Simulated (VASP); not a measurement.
Input:

```
C
1.0
    1.23202    -2.13392     0.00000
    1.23202     2.13392     0.00000
    0.00000     0.00000     7.77550
C
4
Direct
  0.00000   0.00000   0.25000
  0.00000   0.00000   0.75000
  0.33333   0.66667   0.25000
  0.66667   0.33333   0.75000
```

The numbers are results of revTPSS meta-GGA, VASP's PBE PAW potentials (set 64) (plane waves; VASP), not measurements. Numerical set-up: 520 eV cut-off, 11×11×4 Γ-centred mesh, tetrahedra with Blöchl corrections, potentials C.

Without a dispersion term in the relaxation, distances and binding between the weakly bound layers, chains or molecules are unreliable, and so is what depends on them.

Problem. Give the energies of bands 3 to 10 at the high-symmetry points, in eV from the Fermi level.

Solution. 
| band | Γ | M | K | A | L | H |
|---|---|---|---|---|---|---|
| 3 | -8.25 | -13.56 | -12.95 | -7.85 | -13.55 | -12.95 |
| 4 | -7.40 | -13.54 | -12.93 | -7.85 | -13.55 | -12.95 |
| 5 | -3.07 | -6.51 | -10.73 | -3.07 | -6.50 | -10.74 |
| 6 | -3.07 | -6.50 | -10.73 | -3.07 | -6.50 | -10.74 |
| 7 | -3.07 | -2.59 | -0.25 | -3.07 | -2.44 | 0.00 |
| 8 | -3.07 | -2.30 | 0.00 | -3.07 | -2.44 | 0.00 |
| 9 | 3.58 | 1.58 | 0.00 | 5.28 | 1.72 | 0.00 |
| 10 | 7.91 | 1.94 | 0.27 | 5.28 | 1.72 | 0.00 |

It has no gap at this level: it comes out as a metal or semimetal.

The compound is C in the graphite structure. It was relaxed first, which changed the volume by +16 %.
